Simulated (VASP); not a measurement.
Output of a VASP run:

### OSZICAR
```
...
DAV:   4    -0.361035814109E+02    0.62413E-03   -0.40971E-01   733   0.247E+00    0.179E+00
DAV:   5    -0.360635782639E+02    0.40003E-01   -0.13589E-01   662   0.225E+00    0.521E-01
DAV:   6    -0.360632788103E+02    0.29945E-03   -0.14470E-02   832   0.495E-01    0.405E-01
DAV:   7    -0.360631363249E+02    0.14249E-03   -0.58828E-03   802   0.269E-01    0.172E-01
DAV:   8    -0.360630344363E+02    0.10189E-03   -0.52725E-04   818   0.107E-01    0.142E-01
DAV:   9    -0.360630205289E+02    0.13907E-04   -0.12327E-04   786   0.503E-02    0.414E-02
DAV:  10    -0.360630207446E+02   -0.21567E-06   -0.22528E-05   794   0.152E-02    0.329E-02
DAV:  11    -0.360630221501E+02   -0.14055E-05   -0.97363E-07   422   0.500E-03    0.237E-02
DAV:  12    -0.360630232155E+02   -0.10654E-05   -0.67157E-07   430   0.391E-03    0.874E-03
DAV:  13    -0.360630231691E+02    0.46465E-07   -0.11261E-07   394   0.148E-03
   3 F= -.36063023E+02 E0= -.36063023E+02  d E =-.102671E+00
       N       E                     dE             d eps       ncg     rms          rms(c)
DAV:   1    -0.360634811308E+02   -0.45792E-03   -0.93950E-03   650   0.721E-01    0.180E-01
DAV:   2    -0.360632621013E+02    0.21903E-03   -0.49156E-03   706   0.350E-01    0.963E-02
DAV:   3    -0.360630738721E+02    0.18823E-03   -0.16456E-03   738   0.150E-01    0.639E-02
DAV:   4    -0.360630642798E+02    0.95923E-05   -0.64596E-05   634   0.394E-02    0.210E-02
DAV:   5    -0.360630579247E+02    0.63550E-05   -0.53986E-05   749   0.375E-02    0.113E-02
DAV:   6    -0.360630592336E+02   -0.13089E-05   -0.63741E-06   671   0.943E-03    0.336E-03
DAV:   7    -0.360630596800E+02   -0.44638E-06   -0.60578E-07   366   0.424E-03
   4 F= -.36063060E+02 E0= -.36063060E+02  d E =-.102707E+00
       N       E                     dE             d eps       ncg     rms          rms(c)
DAV:   1    -0.361181164174E+02   -0.55057E-01   -0.17094E+00   620   0.900E+00    0.160E+00
DAV:   2    -0.360813012530E+02    0.36815E-01   -0.10409E-01   628   0.194E+00    0.560E-01
DAV:   3    -0.360741918627E+02    0.71094E-02   -0.22506E-02   729   0.648E-01    0.458E-01
DAV:   4    -0.360733860341E+02    0.80583E-03   -0.89443E-03   767   0.461E-01    0.228E-01
DAV:   5    -0.360725992227E+02    0.78681E-03   -0.27646E-03   763   0.207E-01    0.118E-01
DAV:   6    -0.360726019527E+02   -0.27299E-05   -0.46726E-04   770   0.806E-02    0.891E-02
DAV:   7    -0.360725998482E+02    0.21044E-05   -0.21429E-05   670   0.225E-02    0.601E-02
DAV:   8    -0.360725972217E+02    0.26265E-05   -0.78742E-06   625   0.115E-02    0.168E-02
DAV:   9    -0.360725968087E+02    0.41297E-06   -0.17692E-06   407   0.605E-03
   5 F= -.36072597E+02 E0= -.36072597E+02  d E =-.953713E-02
       N       E                     dE             d eps       ncg     rms          rms(c)
DAV:   1    -0.360765743371E+02   -0.39771E-02   -0.13184E-01   627   0.250E+00    0.445E-01
DAV:   2    -0.360737335544E+02    0.28408E-02   -0.82694E-03   628   0.550E-01    0.151E-01
DAV:   3    -0.360731840576E+02    0.54950E-03   -0.19279E-03   738   0.186E-01    0.128E-01
DAV:   4    -0.360731152397E+02    0.68818E-04   -0.69551E-04   782   0.127E-01    0.609E-02
DAV:   5    -0.360730594806E+02    0.55759E-04   -0.18322E-04   732   0.568E-02    0.348E-02
DAV:   6    -0.360730618884E+02   -0.24078E-05   -0.53936E-05   801   0.276E-02    0.246E-02
DAV:   7    -0.360730609730E+02    0.91541E-06   -0.22000E-06   493   0.767E-03
   6 F= -.36073061E+02 E0= -.36073061E+02  d E =-.100013E-01
```

OUTCAR:
```
------------------------ aborting loop because EDIFF is reached ----------------------------------------
  FORCE on cell =-STRESS in cart. coord.  units (eV):
  Direction    XX          YY          ZZ          XY          YZ          ZX
  --------------------------------------------------------------------------------------
  Total        0.0215167      0.0215167      0.0314767      0.0000000      0.0000000      0.0000000
  in kB        0.2121967      0.2121966      0.3104214      0.0000000      0.0000000      0.0000000
  external PRESSURE =       0.2449382 kB  Pullay stress =       0.0000000 kB
  volume of cell :      162.46
      direct lattice vectors                 reciprocal lattice vectors
     3.555493555  0.000000000 -0.000000000     0.281254904  0.162382640 -0.000000000
    -1.777746778  3.079146880  0.000000000    -0.000000000  0.324765280 -0.000000000
     0.000000000  0.000000000 14.839454377     0.000000000  0.000000000  0.067387922
 POSITION                                       TOTAL-FORCE (eV/Angst)
 -----------------------------------------------------------------------------------
     -0.00000      2.05277      9.32063        -0.000000     -0.000000     -0.003994
      1.77775      1.02638      5.51882        -0.000000      0.000000      0.003994
      1.77775      1.02638      1.90090        -0.000000     -0.000000     -0.003994
     -0.00000      2.05277     12.93855        -0.000000     -0.000000      0.003994
     -0.00000      2.05277      3.70986         0.000000     -0.000000     -0.000000
      1.77775      1.02638     11.12959         0.000000     -0.000000     -0.000000
 -----------------------------------------------------------------------------------
    total drift:                               -0.001440      0.000831     -0.000018
  FREE ENERGIE OF THE ION-ELECTRON SYSTEM (eV)
  ---------------------------------------------------
  free  energy   TOTEN  =       -36.0730609730 eV

  energy  without entropy=      -36.0730609730  energy(sigma->0) =      -36.07306097

 reached required accuracy - stopping structural energy minimisation
```
(Selected blocks of OUTCAR.)

**POSCAR**
```
Te2Mo
1
    3.6348240000     0.0000000000     0.0000000000
   -1.8174120000     3.1478490000     0.0000000000
    0.0000000000     0.0000000000    14.9319470000
Te Mo
4 2
Direct
  0.3333330000   0.6666670000   0.6278200000
  0.6666670000   0.3333330000   0.3721800000
  0.6666670000   0.3333330000   0.1278200000
  0.3333330000   0.6666670000   0.8721800000
  0.3333330000   0.6666670000   0.2500000000
  0.6666670000   0.3333330000   0.7500000000
```

Task: Write an INCAR and KPOINTS that could have produced this output.

Result: Several could match; the one computed here: the input of the run itself, PBE GGA, plane waves, VASP's PBE PAW potentials (set 64).

**INCAR**
```
# general
SYSTEM =Te2Mo
PREC   =Accurate
ENCUT  =300   # plane-wave cut-off (eV)
LREAL  =.False.   # projection in real space or not
LASPH  =.True.   # aspherical one-centre terms

# electronic loop
EDIFF  =1E-6
NELM   =100
ALGO   =Normal
LMAXMIX=4   # l cut-off of mixed one-centre charges

# smearing
ISMEAR =0
SIGMA  =0.01   # width (eV)

# functional
GGA    =PE

# ions
IBRION =2   # conjugate gradients
NSW    =50   # most ionic steps
ISIF   =3
EDIFFG =-0.01

# output
LWAVE  =.False.
LCHARG =.False.
```

KPOINTS:
```
Automatic mesh
0
Gamma
5 5 2
0 0 0
```

POTCAR, in this order: Te Mo_sv (PBE.64 set). Program: vasp_std.

At this cut-off the stress carries a Pulay error, which pulls relaxed volumes low. Energy and stress use the plane-wave basis of the starting cell.

The structure comes from a computed database's Te2Mo entry; how it stands against other phases isn't given here. This run relaxes it. Symmetry was kept, so distortions that lower it aren't found. The run is one of a series of settings (EDIFFG = -0.01, IBRION = 2, ISIF = 3, NSW = 50 against the base run), some of them coarse on purpose.
